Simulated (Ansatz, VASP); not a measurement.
# HfN (HfN strained to the junction's net): VASP beside Ansatz

Wanted: the spread between two codes on one cell, functional and k mesh. The cell is generated by rule, not measured, and may not be a known phase. The structure shown is the end of the Ansatz relaxation below.

Method: plane waves, with VASP 6.6.1 beside it; single point at PBE, in Ansatz 0.2.0.

### 1. Set-up

The structure is trigonal, space group R-3m (No. 166). Conventional cell: a = 3.200 Å, b = 3.200 Å, c = 7.912 Å, α = 90.00°, β = 90.00°, γ = 120.00°. Nearest to Hf lie 6 N at 2.27 Å. Nearest to N lie 6 Hf at 2.27 Å. Farther neighbours and most contacts between anions are not listed.

### 2. Ansatz: relaxation, PBE

Ansatz runs on its default PAW (the set named soft_2) files.

This run makes the geometry at which the two programs are then compared.

Input file input.yaml:

```yaml
crystal:
  lattice:
    - [3.2, 0.0, 0.0]
    - [-1.6, 2.7712812921, 0.0]
    - [0.0, 0.0, 7.8516662453]
  atoms:
    - { symbol: Hf, position: [0.0, 0.0, 0.0] }
    - { symbol: "N", position: [0.3333333333, 0.6666666667, 0.1666666667] }
    - { symbol: Hf, position: [0.6666666667, 0.3333333333, 0.3333333333] }
    - { symbol: "N", position: [0.0, 0.0, 0.5] }
    - { symbol: Hf, position: [0.3333333333, 0.6666666667, 0.6666666667] }
    - { symbol: "N", position: [0.6666666667, 0.3333333333, 0.8333333333] }
kpoints:
  mp_grid: { grid: [12, 12, 4] }
scf:
  occupations: { method: fermi_dirac, width: 0.1 }
  max_iter: 150
hamiltonian:
  xc: pbe
relax:
  f_tol: 0.01
  max_steps: 40
  cell: { fix: [a, b, angles] }
```

Run with:

```console
$ ansatz run input.yaml --threads 4 --pin off --max-ram 10240MiB --backend cpu --events-out ev --progress --plain --runs-dir out
```

Numbers of over 12 decimals in the logs are rounded to 6 here.

The program printed:

```text
Engine: ansatz 0.2.0, x86_64-unknown-linux-gnu
Pseudopotentials: kind: paw
Pseudopotential: Hf, paw, valence charge 26, recommended cutoff 420 eV (normal), Hf.paw.azcp
Pseudopotential: N, paw, valence charge 5, recommended cutoff 420 eV (normal), N.paw.azcp
Functional definition: PBE
  parameter kappa = 0.804
  parameter beta = 0.066725
  exchange = pbe_x(kappa = kappa, mu = beta*pi^2/3)
  correlation = pbe_c(beta = beta)
Crystal: 6 atoms, lattice volume = 69.629 Å³
Basis set: ecut = 420 eV, 1359 PW (Γ), exchange–correlation on 48×48×108 points (8 copies of the dense FFT grid, shifted against one another)
Bands: 56, of which v1, the nominal top of the filled ones, is band 47 counted from 1 (46 counted from 0)
Symmetry: 36 space group operations
Space group: R-3m (ITA 166), of the structure as read, at distance tolerance 4.1e-5 Å
k-points: 69 of 576
Non-local potential: Hf, projectors of the file, l = 0: 3, l = 1: 2, l = 2: 2, l = 3: 3
Non-local potential: N, projectors of the file, l = 0: 2, l = 1: 2, l = 2: 1
PAW form: soft (Blöchl's): semilocal exchange-correlation on the pseudo side does not see the compensation charge
PAW one-centre angular grid: Hf, 590 points (default); XC on 64 Gauss nodes
PAW one-centre angular grid: N, 110 points (default); XC on 64 Gauss nodes
Initial density: superposition of atomic densities (neutral atoms: chi_scale 0, normalization atom), corrected by the library's trained network
Initial wavefunctions: pseudopotential atomic-orbital guess
Functional: x = pbe(κ = 0.804, μ = 0.219515), c = pbe(β = 0.066725)
SCF iter   1: F=—  HF=-48326.095324 eV  |F-HF|=—  |Δ(HF+E_count)|=         —  Δρ=5.58e-3  dr2=2.65e-2  ethr=1.77e-3  ⟨swp⟩=5.0  Hψ=11548  notcnv=0  defer=4
preconditioner: auto → Kerker (q_TF=auto, 2.863 Å⁻¹)  [metal: Δε(μ)=0.058 eV  Ē_g=18.097 eV  σ=0.100 eV  W_gap=0.14  n_scr=36 (ndim 8)  ℏωp=41.5 eV  f_vac=0.000  D(μ)=1.77/eV (n_scr^D=4)]
SCF iter   2: F=—  HF=-48326.088918 eV  |F-HF|=—  |Δ(HF+E_count)|=   6.41e-3  Δρ=1.36e-3  dr2=1.25e-3  ethr=2.85e-5  ⟨swp⟩=2.0  Hψ=6752  notcnv=0  defer=5
SCF iter   3: F=—  HF=-48326.088511 eV  |F-HF|=—  |Δ(HF+E_count)|=   4.07e-4  Δρ=7.56e-4  dr2=2.65e-4  ethr=1.34e-6  ⟨swp⟩=2.0  Hψ=6032  notcnv=0  defer=5
SCF iter   4: F=—  HF=-48326.088460 eV  |F-HF|=—  |Δ(HF+E_count)|=   5.06e-5  Δρ=3.49e-4  dr2=3.58e-5  ethr=2.85e-7  ⟨swp⟩=2.0  Hψ=6985  notcnv=0  defer=5
SCF iter   5: F=—  HF=-48326.088482 eV  |F-HF|=—  |Δ(HF+E_count)|=   2.18e-5  Δρ=6.71e-5  dr2=1.32e-6  ethr=3.85e-8  ⟨swp⟩=3.1  Hψ=8270  notcnv=0  defer=5
SCF iter   6: F=—  HF=-48326.088482 eV  |F-HF|=—  |Δ(HF+E_count)|=   5.74e-7  Δρ=1.23e-5  dr2=6.69e-8  ethr=1.08e-10  ⟨swp⟩=4.8  Hψ=20128  notcnv=0
SCF iter   7: F=-48326.088482 eV  HF=-48326.088482 eV  |F-HF|=2.57e-9  |Δ(HF+E_count)|=   7.97e-9  Δρ=3.00e-6  dr2=4.83e-9  ethr=7.19e-11  ⟨swp⟩=4.8  Hψ=14434  notcnv=0
SCF 1 converged in 7 iterations: F = -48326.088482 eV  dr2 = 4.83e-9
  greatest PAW one-centre occupation: 0.998 electrons in one spin orbital (limit 2), on the Hf atom at site 4 (counted from 0), in its partial waves of l = 0
relax step   1: F+E_penalty+E_count = -48326.08848153 eV  Δ(F+E_penalty+E_count) = +0.000e0 eV  max|allowed force component| = 6.646e-27 eV/Å  Δτ_max = 0.0000 Å  P = +3.582 GPa  Ω = 69.629 Å³  fix = [a, b, alpha, beta, gamma]  reactions: a +3.731, b +3.731 GPa  (7 SCF iters, dr2 threshold 1.00e-7 eV, accepted)
[...]
relax step   2: F+E_penalty+E_count = -48326.08738758 eV  Δ(F+E_penalty+E_count) = +1.094e-3 eV  max|allowed force component| = 1.098e-27 eV/Å  Δτ_max = 0.0000 Å  P = -0.157 GPa  Ω = 70.589 Å³  energy of the carried Pulay correction = -2.928e-3 eV  fix = [a, b, alpha, beta, gamma]  reactions: a +1.068, b +1.068 GPa  (6 SCF iters, dr2 threshold 6.00e-7 eV, accepted)
[...]
relax step   3: F+E_penalty+E_count = -48326.09221607 eV  Δ(F+E_penalty+E_count) = -4.828e-3 eV  max|allowed force component| = 2.424e-26 eV/Å  Δτ_max = 0.0000 Å  P = +1.463 GPa  Ω = 70.165 Å³  energy of the carried Pulay correction = -1.638e-3 eV  fix = [a, b, alpha, beta, gamma]  reactions: a +2.219, b +2.219 GPa  (5 SCF iters, dr2 threshold 6.00e-7 eV, accepted)
[...]
relax step   4: F+E_penalty+E_count = -48326.09401630 eV  Δ(F+E_penalty+E_count) = -1.800e-3 eV  max|allowed force component| = 6.258e-29 eV/Å  Δτ_max = 0.0000 Å  P = +1.493 GPa  Ω = 70.165 Å³  fix = [a, b, alpha, beta, gamma]  reactions: a +2.234, b +2.234 GPa  stress off target by 1.06e-2 GPa on what of the cell is left free  SCF on the basis re-selected at this cell (its energy is not comparable with the rows above)  (7 SCF iters)
basis re-selected at this cell: Δ(F+E_penalty+E_count) = -1.800e-3 eV, ΔP = +0.030 GPa vs the last step (what re-selecting the basis moved, of the pressure what is left beyond the Pulay correction that the steps carried, after the strain that the cell walked since its last selection, with what the two solves' SCF thresholds leave and, on support functions, any second-order correction that the steps lacked; it is no m [...]
SCF converged after 7 iterations
Free energy (F): -48326.094016 eV
Harris-Foulkes:  -48326.094016 eV  (|F-HF|=2.18e-11)
Internal energy: -48326.035522 eV  (E = F + TS)
E sigma→0 (E₀):  -48326.064769 eV
Entropy (-TS):   -0.058494 eV (-9.749 meV/atom)
Fermi energy:    23.537307 eV
--- Per-component energies (eV) ---
  E_band       = 512.786222
  E_kinetic    = 1668.579917
  E_local      = -14280.563945  (includes V_loc(G=0)·N_el)
  E_nonlocal   = -3595.687076
  E_hartree    = 6769.905366
  E_xc         = -1084.479935
  E_vxc        = -1033.948929  (∫ρ·V_xc dr)
  E_paw        = -21163.623607  (= ΣΔE_a)
  E_vpaw       = 4214.595412  (= ΣTr[D̂ρ^β])
  E_aug_tail   = 0.000290  (compensation charges beyond the density's cutoff)
  E_ewald      = -16640.166530
  E_smearing   = -0.058494  (= −TS)
  E_closure    = 0.000000  (closes the sum)
  Σ components = -48326.094016   (vs F -48326.094016, Δ=0.00e0)
--- Forces (eV/Å), atoms counted from 1 ---
  atom   1  Hf    -0.00000000    -0.00000000    -0.00000000
  atom   2  N      0.00000000     0.00000000     0.00000000
  atom   3  Hf     0.00000000    -0.00000000    -0.00000000
  atom   4  N     -0.00000000     0.00000000     0.00000000
  atom   5  Hf     0.00000000     0.00000000     0.00000000
  atom   6  N      0.00000000    -0.00000000    -0.00000000
  max |Σ_I F_I| component: 1.09e-28 eV/Å
--- Stress (GPa, compression-positive) ---
        2.233966      -0.000000      -0.000000
        0.000000       2.233966      -0.000000
       -0.000000      -0.000000       0.010595
  P = ⅓ Tr σ = 1.4928 GPa (14.928 kbar)
--- Relaxed structure (3 steps of the walk, 3 accepted, 1 SCFs on fresh bases) ---
  F+E_penalty+E_count = -48326.09401630 eV   max|allowed force component| = 6.258e-29 eV/Å   (the final SCF, on the basis selected at the relaxed cell)
  cell:  # Å, volume = 70.1645 Å³
    - [3.200000, 0, 0]
    - [-1.600000, 2.771281, 0]
    - [0, 0, 7.912014]
  atoms:
    - { symbol: Hf, position: [0, 0, 0] }
    - { symbol: N, position: [0.333333, 0.666667, 0.166667] }
    - { symbol: Hf, position: [0.666667, 0.333333, 0.333333] }
    - { symbol: N, position: [0, 0, 0.5] }
    - { symbol: Hf, position: [0.333333, 0.666667, 0.666667] }
    - { symbol: N, position: [0.666667, 0.333333, 0.833333] }
```

### 3. VASP: single point, PBE

The same cell, functional, mesh and smearing now go to VASP, with its own data sets.

Lines of VASP's logs that name or quote its potential files are left out, and so is its time.

Input file INCAR:

```
SYSTEM = HfN
PREC = Accurate
ENCUT = 600
EDIFF = 1E-06
NELM = 120
ISMEAR = -1
SIGMA = 0.1
LREAL = .FALSE.
ALGO = Normal
GGA = PE
NBANDS = 28
LASPH = .TRUE.
LORBIT = 11
LWAVE = .FALSE.
LCHARG = .FALSE.
ISIF = 2
GGA_COMPAT = .FALSE.
KPAR = 2
```

Input file POSCAR:

```
HfN
1.0
    3.2000000000      0.0000000000      0.0000000000
   -1.6000000000      2.7712812921      0.0000000000
    0.0000000000      0.0000000000      7.9120144091
Hf N
3 3
Direct
    0.0000000000      0.0000000000      0.0000000000
    0.6666666667      0.3333333333      0.3333333333
    0.3333333333      0.6666666667      0.6666666667
    0.3333333333      0.6666666667      0.1666666667
    0.0000000000      0.0000000000      0.5000000000
    0.6666666667      0.3333333333      0.8333333333
```

Input file KPOINTS:

```
Automatic mesh
0
Gamma
12 12 4
0 0 0
```

The projector-augmented-wave data sets are Hf_pv and N (PBE family, release 64).

Run with:

```console
$ mpirun -np 2 vasp_std
```

The program printed:

```text
[banner, memory and clock lines left out]
running    2 mpi-ranks, on    1 nodes
 distrk:  each k-point on    1 cores,    2 groups
 distr:  one band on    1 cores,    1 groups

 POSCAR found type information on POSCAR HfN
 POSCAR found :  2 types and       6 ions
 LDA part: xc-table for (Slater+PW92), standard interpolation
 POSCAR, INCAR and KPOINTS ok, starting setup
 FFT: planning ... GRIDC
 FFT: planning ... GRID_SOFT
 FFT: planning ... GRID
 WAVECAR not read
 entering main loop
       N       E                     dE             d eps       ncg     rms          rms(c)
DAV:   1     0.236984995917E+03    0.23698E+03   -0.27081E+04  3872   0.177E+03
DAV:   2    -0.601880487006E+02   -0.29717E+03   -0.28907E+03  4924   0.416E+02
DAV:   3    -0.741087400715E+02   -0.13921E+02   -0.13741E+02  4768   0.789E+01
DAV:   4    -0.743266845330E+02   -0.21794E+00   -0.21545E+00  5044   0.973E+00
DAV:   5    -0.743294820478E+02   -0.27975E-02   -0.27869E-02  4896   0.865E-01    0.825E+01
DAV:   6    -0.654920332869E+02    0.88374E+01   -0.54209E+01  4496   0.343E+01    0.677E+01
DAV:   7    -0.653653239852E+02    0.12671E+00   -0.41704E+00  4432   0.116E+01    0.280E+01
DAV:   8    -0.653209416348E+02    0.44382E-01   -0.22869E-01  4924   0.292E+00    0.426E+00
DAV:   9    -0.653108701492E+02    0.10071E-01   -0.74737E-02  4560   0.147E+00    0.364E+00
DAV:  10    -0.653089331597E+02    0.19370E-02   -0.12599E-02  4612   0.631E-01    0.426E-01
DAV:  11    -0.653089232001E+02    0.99596E-05   -0.71008E-04  4716   0.171E-01    0.217E-01
DAV:  12    -0.653089144647E+02    0.87354E-05   -0.47081E-05  4996   0.390E-02    0.894E-02
DAV:  13    -0.653089156934E+02   -0.12287E-05   -0.19274E-06  3800   0.943E-03    0.627E-03
DAV:  14    -0.653089157520E+02   -0.58566E-07   -0.62449E-08  2760   0.197E-03
   1 F= -.65308916E+02 E0= -.65279626E+02  d E =-.585787E-01
```

OUTCAR, selected parts (step 3):

```text
ion  position               nearest neighbor table
   1  0.000  0.000  0.000-   4 2.27   6 2.27   4 2.27   6 2.27   6 2.27   4 2.27   2 3.22   3 3.22
                             3 3.22   2 3.22   3 3.22   2 3.22
   2  0.667  0.333  0.333-   4 2.27   4 2.27   4 2.27   5 2.27   5 2.27   5 2.27   1 3.22   1 3.22
                             1 3.22   3 3.22   3 3.22   3 3.22
   3  0.333  0.667  0.667-   6 2.27   6 2.27   6 2.27   5 2.27   5 2.27   5 2.27   1 3.22   1 3.22
                             1 3.22   2 3.22   2 3.22   2 3.22
   4  0.333  0.667  0.167-   2 2.27   2 2.27   2 2.27   1 2.27   1 2.27   1 2.27
   5  0.000  0.000  0.500-   2 2.27   3 2.27   3 2.27   2 2.27   2 2.27   3 2.27
   6  0.667  0.333  0.833-   3 2.27   3 2.27   3 2.27   1 2.27   1 2.27   1 2.27

  LATTYP: Found a hexagonal cell.
 ALAT       =     3.2000000000
 C/A-ratio  =     2.4725045028

 Subroutine GETGRP returns: Found 12 space group operations
 (whereof 12 operations were pure point group operations)

The static configuration has the point symmetry D_3d.

 Found     69 irreducible k-points:

   k-points           NKPTS =     69   k-points in BZ     NKDIM =     69   number of bands    NBANDS=     28

   dimension x,y,z NGX =    28 NGY =   28 NGZ =   64
   dimension x,y,z NGXF=    56 NGYF=   56 NGZF=  128

   ENCUT  =  600.0 eV  44.10 Ry    6.64 a.u.   6.39  6.39 15.80*2*pi/ulx,y,z

   NELECT =      45.0000    total number of electrons

 k-points in reciprocal lattice and weights: Automatic mesh
   0.00000000  0.00000000  0.00000000       0.002
   0.08333333  0.00000000  0.00000000       0.010
   0.16666667  0.00000000  0.00000000       0.010
   0.25000000  0.00000000  0.00000000       0.010
   0.33333333  0.00000000  0.00000000       0.010
   0.41666667  0.00000000  0.00000000       0.010
   0.50000000  0.00000000  0.00000000       0.005
   0.08333333  0.08333333  0.00000000       0.010
   0.16666667  0.08333333  0.00000000       0.021
[...]
0.33333333  0.25000000  0.50000000       0.021
   0.33333333  0.33333333  0.50000000       0.003

 average (electrostatic) potential at core
       1 -34.8903       2 -34.8903       3 -34.8903       4 -61.6886       5 -61.6886
       6 -61.6886

 E-fermi :   8.2422

 k-point     1 :       0.0000    0.0000    0.0000
  band No.  band energies     occupation
    ...
     20       5.2624      2.00000
     21       5.2624      2.00000
     22       7.8201      1.97105
     23       7.9668      1.88029
     24       7.9668      1.88029
     25       9.5763      0.00000
     26       9.5763      0.00000
     27       9.9222      0.00000
     28      10.1939      0.00000

 k-point     2 :       0.0833    0.0000    0.0000
  band No.  band energies     occupation
    ...
     20       4.8955      2.00000
     21       4.9917      2.00000
     22       7.8847      1.94547
     23       8.1497      1.43194
     24       8.2719      0.85234
     25       8.8503      0.00456
     26       9.3882      0.00002
     27      10.1813      0.00000
     28      10.2741      0.00000

 k-point     3 :       0.1667    0.0000    0.0000
  band No.  band energies     occupation
    ...
     19       3.3194      2.00000
     20       4.1950      2.00000
     21       4.4207      2.00000
     22       7.7169      1.98959
     23       7.8499      1.96118
     24       8.7569      0.01156
     25       9.0063      0.00096
     26       9.5750      0.00000
     27      10.1242      0.00000
     28      11.0416      0.00000

  Total       -0.0940823     -0.0940823     -1.0774293      0.0000000      0.0000000      0.0000000
  in kB       -2.1483300     -2.1483300    -24.6026390      0.0000000      0.0000000      0.0000000
  external PRESSURE =      -9.6330997 kB  Pullay stress =       0.0000000 kB

  energy-cutoff  :      600.00
  volume of cell :       70.16
      direct lattice vectors                 reciprocal lattice vectors
     3.200000000  0.000000000  0.000000000     0.312500000  0.180421959  0.000000000
    -1.600000000  2.771281292  0.000000000     0.000000000  0.360843918  0.000000000
     0.000000000  0.000000000  7.912014409     0.000000000  0.000000000  0.126390063

 POSITION                                       TOTAL-FORCE (eV/Angst)
 -----------------------------------------------------------------------------------
      0.00000      0.00000      0.00000        -0.000000     -0.000000     -0.000000
      1.60000      0.92376      2.63734        -0.000000     -0.000000     -0.000000
     -0.00000      1.84752      5.27468        -0.000000     -0.000000     -0.000000
     -0.00000      1.84752      1.31867         0.000000      0.000000      0.000000
      0.00000      0.00000      3.95601         0.000000     -0.000000     -0.000000
      1.60000      0.92376      6.59335        -0.000000     -0.000000     -0.000000
 -----------------------------------------------------------------------------------
    total drift:                               -0.000000      0.000000      0.000000

  FREE ENERGIE OF THE ION-ELECTRON SYSTEM (eV)
  ---------------------------------------------------
  free  energy   TOTEN  =       -65.3089157520 eV

  energy  without entropy=      -65.2503370029  energy(sigma->0) =      -65.27962638

 total charge
# of ion       s       p       d       tot
------------------------------------------
    1        0.287   6.553   1.738   8.578
    2        0.287   6.553   1.738   8.578
    3        0.287   6.553   1.738   8.578
    4        1.230   2.494   0.000   3.724
    5        1.230   2.494   0.000   3.724
    6        1.230   2.494   0.000   3.724
--------------------------------------------------
tot          4.552  27.141   5.214  36.907

[... 3 further parts left out ...]
```

This run has no spin polarisation. Its electron count is odd, so without a moment it is a metal by construction.

### 4. Comparison

Known differences besides the potentials themselves: the data sets hold 93 valence electrons in Ansatz (on its default PAW (the set named soft_2) files) and 45 in VASP; the cutoff is 420 eV in Ansatz and 600 eV in VASP; Ansatz's pressure holds a Pulay correction, VASP's none. Total energies have different zeros and are not compared.

Compared:

```csv
quantity,Ansatz,VASP,difference
pressure (GPa),1.49,-0.96,+2.46
```

### 5. What came out

| Item | Value |
| --- | --- |
| difference in pressure (single point, PBE) | 2.5 GPa |

What this shows: The difference in pressure is 2.5 GPa (single point, PBE), beyond the 1 GPa picked in this series as the mark of a large difference. The data sets hold unlike numbers of valence electrons (93 in Ansatz and 45 in VASP), so part of the differences comes from the potentials. What causes the difference of the single point, PBE pair stays open here. How closely two codes agree says nothing of how well the functional describes the real material.

[Lines on the potential files, build, host, timing and source positions are cut from VASP's logs without a mark.]

[Logs are printed without paths, hosts, clocks, repeated set-up lines and the standing remarks that a program may print on its own settings, such as how far it seeks lower states.]

[Hosts, paths, dates, database ids (printed as entryN), source tags and the programs' standing remarks are cut or masked in the printed files.]
